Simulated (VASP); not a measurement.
# CaCuH2 (R-3m) in VASP: settings compared

One crystal, CaCuH2, is run at these levels: PBE+D3(BJ), PBE+D4, PBE+TS; tasks: relaxation of cell and atoms.

All numbers are computed with VASP 6.6.1; they aren't measurements. Logs are shortened: lines on timing, memory, paths and dates and some standing lists are left out, and cuts for length are marked.

## (1) Starting point

The structure is trigonal, space group R-3m (No. 166). The conventional cell has a = 3.890 Å, b = 3.890 Å, c = 13.072 Å, α = 90.00°, β = 90.00°, γ = 120.00°. Ca (site symmetry -3m) is surrounded by 6 H at 2.33 Å. Around Cu (site symmetry -3m) lie 2 H at 1.54 Å. H (site symmetry 3m) has 1 Cu at 1.54 Å as nearest neighbours.

The cell was built by a generator and needn't be a form met in nature.

## (2) Relaxation of cell and atoms, PBE+D3(BJ)

INCAR

```
SYSTEM = CaCuH2
  PREC = Accurate
  ENCUT = 600
  EDIFF = 1E-6
  ISMEAR = -1
  SIGMA = 0.05
  LREAL = .FALSE.
  LASPH = .TRUE.
  NELM = 100
  ALGO = Fast
  ISIF = 3
  LWAVE = .FALSE.
  LCHARG = .FALSE.
  GGA = PE
  IVDW = 12
  IBRION = 2
  NSW = 60
  EDIFFG = -0.005
```

KPOINTS

```
Automatic mesh
0
G
  6 6 6
  0 0 0
```

POSCAR

```
CaCuH2
1.0
    1.9452400000      1.1230900000      4.3573800000
   -1.9452400000      1.1230900000      4.3573800000
    0.0000000000     -2.2461700000      4.3573800000
Ca Cu H
1 1 2
Direct
    0.5000000000      0.5000000000      0.5000000000
    0.0000000000      0.0000000000      0.0000000000
    0.8818100000      0.8818100000      0.8818100000
    0.1181900000      0.1181900000      0.1181900000
```

Potentials or basis: VASP PAW PBE potentials, release 64 (Ca_sv, Cu, H).

Started as:

```console
> cat potpaw_PBE.64/Ca_sv/POTCAR potpaw_PBE.64/Cu/POTCAR potpaw_PBE.64/H/POTCAR > POTCAR
> mpirun -np 1 vasp_std > vasp.out
```

OUTCAR:

```text
SYSTEM = CaCuH2
   PREC = Accurate
   ENCUT = 600
   EDIFF = 1E-6
   ISMEAR = -1
   LREAL = .FALSE.
   LASPH = .TRUE.
   NELM = 100
   ISIF = 3
   GGA = PE
   IVDW = 12
   IBRION = 2
   NSW = 60
   EDIFFG = -0.005
 IVDW          = 12

 ion  position               nearest neighbor table
   1  0.500  0.500  0.500-
   2  0.000  0.000  0.000-   3 1.54   4 1.54
   3  0.882  0.882  0.882-   2 1.54
   4  0.118  0.118  0.118-   2 1.54

  LATTYP: Found a trigonal (rhomboedric) cell.
 ALAT       =     4.9022495112
 COS(alpha) =     0.6850898149

  Lattice vectors:

 A1 = (   1.9452400000,   1.1230900000,   4.3573800000)
 A2 = (  -1.9452400000,   1.1230900000,   4.3573800000)
 A3 = (   0.0000000000,  -2.2461700000,   4.3573800000)

Analysis of symmetry for initial positions (statically):
=====================================================================
 Subroutine PRICEL returns:
 Original cell was already a primitive cell.

 Routine SETGRP: Setting up the symmetry group for a
 trigonal (rhombohedral) supercell.

 Subroutine GETGRP returns: Found 12 space group operations
 (whereof 12 operations were pure point group operations)
 out of a pool of 12 trial point group operations.

The static configuration has the point symmetry D_3d.

Analysis of symmetry for dynamics (positions and initial velocities):
=====================================================================
 Subroutine PRICEL returns:
 Original cell was already a primitive cell.

 Routine SETGRP: Setting up the symmetry group for a
 trigonal (rhombohedral) supercell.

 Subroutine GETGRP returns: Found 12 space group operations
 (whereof 12 operations were pure point group operations)
 out of a pool of 12 trial point group operations.

The dynamic configuration has the point symmetry D_3d.

 Subroutine INISYM returns: Found 12 space group operations
 (whereof 12 operations are pure point group operations),
 and found     1 'primitive' translations

----------------------------------------------------------------------------------------

                                     Primitive cell

  volume of cell :      57.1167

  direct lattice vectors                    reciprocal lattice vectors
     1.945240000  1.123090000  4.357380000     0.257037692  0.148400539  0.076498455
    -1.945240000  1.123090000  4.357380000    -0.257037692  0.148400539  0.076498455
     0.000000000 -2.246170000  4.357380000     0.000000000 -0.296801078  0.076498796

  length of vectors
     4.902249511  4.902249511  4.902248477     0.306501401  0.306501401  0.306501135

  position of ions in fractional coordinates (direct lattice)
     0.500000000  0.500000000  0.500000000
     0.000000000  0.000000000  0.000000000
     0.881810000  0.881810000  0.881810000
     0.118190000  0.118190000  0.118190000

  ion indices of the primitive-cell ions
   primitive index   ion index
                 1           1
                 2           2
                 3           3
                 4           4

----------------------------------------------------------------------------------------

 KPOINTS: Automatic mesh

Automatic generation of k-mesh.
 Grid dimensions read from file:
 generate k-points for:    6    6    6

 Generating k-lattice:

  Cartesian coordinates                     Fractional coordinates (reciprocal lattice)
     0.042839615  0.024733423  0.012749743     0.166666667 -0.000000000  0.000000000
    -0.042839615  0.024733423  0.012749743    -0.000000000  0.166666667  0.000000000
     0.000000000 -0.049466846  0.012749799     0.000000000  0.000000000  0.166666667

  Length of vectors
     0.051083567  0.051083567  0.051083522

  Shift w.r.t. Gamma in fractional coordinates (k-lattice)
     0.000000000  0.000000000  0.000000000

 Subroutine IBZKPT returns following result:
 ===========================================

 Found     32 irreducible k-points:

 Following reciprocal coordinates:
            Coordinates               Weight
  0.000000  0.000000  0.000000      1.000000
  0.166667  0.000000 -0.000000      6.000000
[... 41 lines left out ...]

 number of electron      23.0000008 magnetization

 Free energy of the ion-electron system (eV)
  ---------------------------------------------------
  ext. energy  EPLUGINS =         0.00000000
  ---------------------------------------------------
  free energy    TOTEN  =       -13.23444767 eV

  energy without entropy =      -13.22012902  energy(sigma->0) =      -13.22728835

------------------------ aborting loop because EDIFF is reached ----------------------------------------

 Edisp (eV)   -0.78973

 E8    (eV) :    -0.3372

  FORCE on cell =-STRESS in cart. coord.  units (eV):
  Direction    XX          YY          ZZ          XY          YZ          ZX
  --------------------------------------------------------------------------------------
  -------------------------------------------------------------------------------------
  Total      -0.66172    -0.66173    -0.60346     0.00000    -0.00000    -0.00000
  in kB     -18.56195   -18.56201   -16.92773     0.00000    -0.00001    -0.00000
  external pressure =      -18.02 kB  Pullay stress =        0.00 kB
[... 103 lines left out ...]
  FREE ENERGIE OF THE ION-ELECTRON SYSTEM (eV)
  ---------------------------------------------------
  free  energy   TOTEN  =       -14.0403317129 eV

  energy  without entropy=      -14.0261484284  energy(sigma->0) =      -14.03324007

[... ionic steps 4 to 15 ...]

--------------------------------------- Ionic step       16  -------------------------------------------

 number of electron      22.9999996 magnetization

------------------------ aborting loop because EDIFF is reached ----------------------------------------

 Edisp (eV)   -0.83343

 E8    (eV) :    -0.3558
[... 73 lines left out ...]
  energy  without entropy=      -14.0307194916  energy(sigma->0) =      -14.03766082

--------------------------------------- Ionic step       18  -------------------------------------------

 number of electron      22.9999996 magnetization

 Free energy of the ion-electron system (eV)
  ---------------------------------------------------
  ext. energy  EPLUGINS =         0.00000000
  ---------------------------------------------------
  free energy    TOTEN  =       -13.21164553 eV

  energy without entropy =      -13.19777911  energy(sigma->0) =      -13.20471232

 E-fermi :   3.3154     XC(G=0):  -9.3939

 val. band max:        3.3042621809   @ k =   0.3333   0.0000  -0.0000
 cond. band min:       3.3229717279   @ k =   0.5000   0.3333   0.1667
 fundamental gap:      0.0187095470
 Fermi energy:         3.3153611729

 k-point     1 :       0.0000    0.0000    0.0000
  band No.  band energies     occupation
      1     -37.7130      2.00000
      2     -18.7737      2.00000
      3     -18.6766      2.00000
      4     -18.6766      2.00000
      5      -5.1231      2.00000
      6      -0.7416      2.00000
      7      -0.1215      2.00000
      8      -0.1215      2.00000
      9       0.1545      2.00000
     10       0.1546      2.00000
     11       0.3099      2.00000
     12       3.6339      0.00341
     13       6.1489      0.00000
     14       6.1489      0.00000
     15       7.5019      0.00000
[... 397 lines left out ...]
 k-point    24 :      -0.3333    0.5000    0.1667
  band No.  band energies     occupation
      1     -37.6968      2.00000
      2     -18.8432      2.00000
      3     -18.7601      2.00000
      4     -18.7436      2.00000
      5      -3.3624      2.00000
      6      -1.7319      2.00000
      7      -0.1929      2.00000
      8      -0.1029      2.00000
      9       0.0296      2.00000
     10       0.2968      2.00000
     11       0.6850      2.00000
     12       2.9541      1.99855
     13       4.6399      0.00000
     14       6.5793      0.00000
     15       7.2951      0.00000

 [... further k-points ...]

------------------------ aborting loop because EDIFF is reached ----------------------------------------

 Edisp (eV)   -0.83296

 E8    (eV) :    -0.3555

  FORCE on cell =-STRESS in cart. coord.  units (eV):
  Direction    XX          YY          ZZ          XY          YZ          ZX
  --------------------------------------------------------------------------------------
  -------------------------------------------------------------------------------------
  Total       0.01248     0.01248    -0.00175     0.00000    -0.00000    -0.00000
  in kB       0.36878     0.36878    -0.05171     0.00000    -0.00000    -0.00000
  external pressure =        0.23 kB  Pullay stress =        0.00 kB
[... 19 lines left out ...]
  FREE ENERGIE OF THE ION-ELECTRON SYSTEM (eV)
  ---------------------------------------------------
  free  energy   TOTEN  =       -14.0446068463 eV

  energy  without entropy=      -14.0307404234  energy(sigma->0) =      -14.03767363

 reached required accuracy - stopping structural energy minimisation
```

It took 5.5 min on 1 thread of Intel Xeon 6975P-C (Granite Rapids), shared host; peak memory 0.31 GiB.

What came out:

| Quantity | Value |
| --- | --- |
| Free energy | -14.0446 eV |
| Relaxed volume | 13.56 Å³/atom |
| Relaxed cell | a = 4.816 Å, b = 4.816 Å, c = 4.816 Å, α = 46.79°, β = 46.79°, γ = 46.79° |
| Space group after relaxing (to 0.05 Å) | R-3m (No. 166) |
| Energy gained by relaxing | 5.1 meV/atom |
| Ionic steps | 18 |
| Pressure after relaxing | 0.0 GPa |
| Band gap on the k mesh | none (metal or under the smearing width) |
| Dispersion energy per atom | -0.208 eV |

Forces on the atoms (eV/Å):
```
Ca   0.000  0.000  0.000
Cu   0.000  0.000  0.000
H    0.000  0.000  0.002
H    0.000  0.000 -0.002
```

Step by step:
| step | energy change (eV) | largest force (eV/Å) | pressure (GPa) | volume (Å³) |
| --- | --- | --- | --- | --- |
| 1 | 0.0000 | 0.0410 | -1.80 | 57.12 |
| 2 | -0.0128 | 0.1114 | -0.98 | 55.80 |
| 3 | -0.0162 | 0.1506 | -0.40 | 55.10 |
| 4 | -0.0151 | 0.2314 | 0.79 | 53.71 |
| 5 | -0.0170 | 0.1863 | 0.19 | 54.48 |
| 6 | -0.0199 | 0.0171 | 0.13 | 54.03 |
| 7 | -0.0199 | 0.0265 | 0.15 | 54.05 |
| 8 | -0.0199 | 0.0297 | 0.09 | 54.06 |
| 9 | -0.0200 | 0.0216 | 0.05 | 54.16 |
| 10 | -0.0201 | 0.0019 | -0.23 | 54.45 |
| 11 | -0.0201 | 0.0082 | -0.11 | 54.32 |
| 12 | -0.0202 | 0.0148 | -0.02 | 54.30 |
| 13 | -0.0203 | 0.0206 | 0.00 | 54.28 |
| 14 | -0.0203 | 0.0326 | -0.09 | 54.25 |
| 15 | -0.0204 | 0.0254 | 0.18 | 54.20 |
| 16 | -0.0204 | 0.0255 | 0.04 | 54.20 |
| 17 | -0.0204 | 0.0122 | 0.06 | 54.21 |
| 18 | -0.0204 | 0.0024 | 0.02 | 54.23 |

Final structure:
```
CELL_PARAMETERS angstrom
1.91249 1.10418 4.27996
-1.91249 1.10418 4.27996
0.00000 -2.20835 4.27996
ATOMIC_POSITIONS crystal
Ca 0.50000 0.50000 0.50000
Cu 0.00000 0.00000 0.00000
H 0.87981 0.87981 0.87981
H 0.12019 0.12019 0.12019
```

Levels at points of the mesh, in eV from the Fermi level:
```
           k point  band 8  band 9  band 10  band 11  band 12  band 13  band 14  band 15
(0.00, 0.00, 0.00)   -3.44   -3.16    -3.16    -3.01     0.32     2.83     2.83     4.19
(0.50, 0.00, 0.00)   -3.38   -3.33    -2.94    -2.53    -1.18     2.37     2.79     3.69
(0.50, 0.50, 0.00)   -3.42   -3.42    -2.95    -2.62     0.24     0.53     3.91     4.12
(0.50, 0.50, 0.50)   -3.32   -3.32    -3.12    -3.12     2.11     2.11     2.75     3.59
```

Caveat: pairwise dispersion overbinds metals, which lowers pressure and volume.

## (3) Relaxation of cell and atoms, PBE+D4

Edit INCAR of step 2 so:

```diff
@@ -14,3 +14,3 @@
   GGA = PE
-  IVDW = 12
+  IVDW = 13
   IBRION = 2
```

KPOINTS is that of step 2.

POSCAR is that of step 2.

Potentials or basis: VASP PAW PBE potentials, release 64 (Ca_sv, Cu, H).

Started as:

```console
> cat potpaw_PBE.64/Ca_sv/POTCAR potpaw_PBE.64/Cu/POTCAR potpaw_PBE.64/H/POTCAR > POTCAR
> mpirun -np 1 vasp_std > vasp.out
```

It took 7.6 min on 1 thread of Intel Xeon 6975P-C (Granite Rapids), shared host; peak memory 0.3 GiB.

The run converged. Its results:

| Property | Result |
| --- | --- |
| Free energy | -13.7694 eV |
| Relaxed volume | 13.84 Å³/atom |
| Relaxed cell | a = 4.858 Å, b = 4.858 Å, c = 4.858 Å, α = 46.65°, β = 46.65°, γ = 46.65° |
| Space group after relaxing (to 0.05 Å) | R-3m (No. 166) |
| Energy gained by relaxing | 2.0 meV/atom |
| Ionic steps | 37 |
| Pressure after relaxing | 0.0 GPa |
| Largest force after relaxing | 0.004 eV/Å |
| Band gap on the k mesh | none (metal or under the smearing width) |
| Dispersion energy per atom | -0.136 eV |

Forces in eV/Å, atoms in the order of the input:
```
Ca   0.000  0.000  0.000
Cu   0.000  0.000  0.000
H    0.000  0.000 -0.004
H    0.000  0.000  0.004
```

Step by step:
| step | energy change (eV) | largest force (eV/Å) | pressure (GPa) | volume (Å³) |
| --- | --- | --- | --- | --- |
| 1 | 0.0000 | 0.0700 | -0.91 | 57.12 |
| 2 | -0.0045 | 0.0615 | -0.74 | 56.45 |
| 3 | -0.0061 | 0.0343 | 0.53 | 54.49 |
| 4 | -0.0076 | 0.0431 | 0.27 | 55.14 |
| 5 | -0.0076 | 0.0481 | -0.02 | 55.47 |
| 6 | -0.0077 | 0.0459 | 0.06 | 55.33 |
| 7 | -0.0077 | 0.0452 | 0.11 | 55.27 |
| 8 | -0.0078 | 0.0030 | 0.12 | 55.31 |
| 9 | -0.0078 | 0.0063 | -0.06 | 55.31 |
| 10 | -0.0078 | 0.0086 | 0.14 | 55.30 |
| 11 | -0.0078 | 0.0076 | -0.05 | 55.30 |
| 12 | -0.0078 | 0.0045 | 0.14 | 55.27 |
| 13 | -0.0078 | 0.0046 | 0.02 | 55.27 |
| 14 | -0.0079 | 0.0076 | 0.05 | 55.28 |
| 15 | -0.0079 | 0.0176 | 0.07 | 55.32 |
| 16 | -0.0079 | 0.0138 | 0.09 | 55.35 |
| 17 | -0.0079 | 0.0024 | -0.06 | 55.42 |
| 18 | -0.0079 | 0.0057 | -0.13 | 55.40 |
| 19 | -0.0079 | 0.0097 | -0.15 | 55.37 |
| 20 | -0.0079 | 0.0119 | -0.08 | 55.36 |
| 21 | -0.0079 | 0.0124 | 0.03 | 55.36 |
| 22 | -0.0079 | 0.0116 | -0.25 | 55.36 |
| 23 | -0.0079 | 0.0125 | 0.15 | 55.36 |
| 24 | -0.0079 | 0.0119 | -0.13 | 55.36 |
| 25 | -0.0080 | 0.0110 | -0.15 | 55.32 |
| 26 | -0.0079 | 0.0088 | 0.10 | 55.22 |
| 27 | -0.0080 | 0.0098 | 0.18 | 55.25 |
| 28 | -0.0080 | 0.0107 | 0.20 | 55.29 |
| 29 | -0.0080 | 0.0110 | 0.09 | 55.31 |
| 30 | -0.0080 | 0.0112 | -0.05 | 55.31 |
| 31 | -0.0080 | 0.0108 | -0.02 | 55.31 |
| 32 | -0.0080 | 0.0109 | 0.13 | 55.31 |
| 33 | -0.0080 | 0.0053 | 0.12 | 55.35 |
| 34 | -0.0079 | 0.0116 | -0.19 | 55.46 |
| 35 | -0.0079 | 0.0010 | -0.12 | 55.39 |
| 36 | -0.0079 | 0.0021 | -0.13 | 55.37 |
| 37 | -0.0079 | 0.0037 | 0.00 | 55.36 |

Final structure:
```
Ca Cu H
1.0
     1.92324    1.11039    4.32022
    -1.92324    1.11039    4.32022
     0.00000   -2.22077    4.32022
Ca Cu H
1 1 2
Direct
  0.50000 0.50000 0.50000
  0.00000 0.00000 0.00000
  0.88053 0.88053 0.88053
  0.11947 0.11947 0.11947
```

Levels at points of the mesh, in eV from the Fermi level:
```
           k point  band 8  band 9  band 10  band 11  band 12  band 13  band 14  band 15
(0.00, 0.00, 0.00)   -3.40   -3.13    -3.13    -3.06     0.30     2.79     2.79     4.11
(0.50, 0.00, 0.00)   -3.35   -3.30    -2.92    -2.53    -1.17     2.35     2.73     3.61
(0.50, 0.50, 0.00)   -3.39   -3.39    -2.92    -2.61     0.23     0.52     3.81     4.04
(0.50, 0.50, 0.50)   -3.30   -3.30    -3.09    -3.09     2.09     2.09     2.71     3.51
```

Caveat: pairwise dispersion overbinds metals, which lowers pressure and volume.

## (4) Relaxation of cell and atoms, PBE+TS

Edit INCAR of step 3 so:

```diff
@@ -14,3 +14,3 @@
   GGA = PE
-  IVDW = 13
+  IVDW = 2
   IBRION = 2
```

KPOINTS is that of step 3.

POSCAR is that of step 3.

Started as:

```console
> cat potpaw_PBE.64/Ca_sv/POTCAR potpaw_PBE.64/Cu/POTCAR potpaw_PBE.64/H/POTCAR > POTCAR
> mpirun -np 1 vasp_std > vasp.out
```

Wall time 5.9 min (1 thread of Intel Xeon 6975P-C (Granite Rapids), shared host); peak memory 0.29 GiB.

The run converged. Its results:

```
Free energy                            : -14.5967 eV
Relaxed volume                         : 12.92 Å³/atom
Relaxed cell                           : a = 4.770 Å, b = 4.770 Å, c = 4.770 Å, α = 46.25°, β = 46.25°, γ = 46.25°
Space group after relaxing (to 0.05 Å) : R-3m (No. 166)
Energy gained by relaxing              : 20.1 meV/atom
Ionic steps                            : 20
Pressure after relaxing                : 0.0 GPa
Band gap on the k mesh                 : none (metal or under the smearing width)
Hirshfeld charges                      : Ca +0.10; Cu +0.18; H -0.14 e
Dispersion energy per atom             : -0.361 eV
```

Forces on the atoms (eV/Å):
```
Ca   0.000  0.000  0.000
Cu   0.000  0.000  0.000
H    0.000  0.000 -0.003
H    0.000  0.000  0.003
```

Step by step:
```tsv
step	energy change (eV)	largest force (eV/Å)	pressure (GPa)	volume (Å³)
1	0.0000	0.0221	-3.94	57.12
2	-0.0531	0.2666	-1.60	54.26
3	-0.0595	0.3600	-0.59	53.31
4	-0.0602	0.4038	-0.05	52.88
5	-0.0798	0.0675	0.32	51.58
6	-0.0800	0.0488	0.33	51.50
7	-0.0802	0.0113	0.39	51.34
8	-0.0801	0.0370	0.37	51.45
9	-0.0803	0.0008	-0.13	51.78
10	-0.0803	0.0125	0.09	51.66
11	-0.0804	0.0069	-0.09	51.71
12	-0.0804	0.0093	-0.04	51.69
13	-0.0804	0.0107	0.10	51.68
14	-0.0804	0.0099	-0.02	51.68
15	-0.0804	0.0053	0.09	51.67
16	-0.0804	0.0059	0.17	51.67
17	-0.0804	0.0069	0.04	51.68
18	-0.0804	0.0062	0.12	51.67
19	-0.0803	0.0056	0.23	51.67
20	-0.0804	0.0027	0.03	51.68
```

Final structure:
```xyz
4
Lattice="1.8733 1.0815 4.2511 -1.8733 1.0815 4.2511 0.0000 -2.1630 4.2511" Properties=species:S:1:pos:R:3 pbc="T T T"
Ca    0.0000    0.0000    6.3767
Cu    0.0000    0.0000    0.0000
H     0.0000    0.0000   11.2190
H     0.0000    0.0000    1.5343
```

Levels at points of the mesh, in eV from the Fermi level:
```csv
k point,band 7,band 8,band 9,band 10,band 11,band 12,band 13,band 14,band 15
"(0.00, 0.00, 0.00)",-3.50,-3.50,-3.22,-3.22,-3.01,0.24,2.92,2.92,4.38
"(0.50, 0.00, 0.00)",-3.54,-3.43,-3.41,-2.98,-2.52,-1.26,2.48,2.80,3.82
"(0.50, 0.50, 0.00)",-3.68,-3.51,-3.49,-2.98,-2.63,0.23,0.50,4.05,4.28
"(0.50, 0.50, 0.50)",-3.97,-3.38,-3.38,-3.18,-3.18,2.19,2.19,2.88,3.65
```

Caveat: atom-pairwise D2, TS and ULG terms overbind metals; pairwise dispersion overbinds metals, which lowers pressure and volume.

## (5) Overview

| level | gap on the mesh (eV) | pressure (GPa) | relaxed volume (Å³/atom) |
| --- | --- | --- | --- |
| PBE+D3(BJ) | none | 0.0 | 13.56 |
| PBE+D4 | none | 0.0 | 13.84 |
| PBE+TS | none | 0.0 | 12.92 |

Alike in all rows: task relaxation of cell and atoms; potentials or basis VASP PAW PBE potentials, release 64 (Ca_sv, Cu, H); no spin polarisation; cell relaxed; k mesh 6 × 6 × 6; cutoff (eV) 600; smearing fermi-dirac 0.05 eV.

Caveats: pairwise dispersion overbinds metals, which lowers pressure and volume; atom-pairwise D2, TS and ULG terms overbind metals (some runs).

Absolute energies hang on the potentials; compare differences alone.
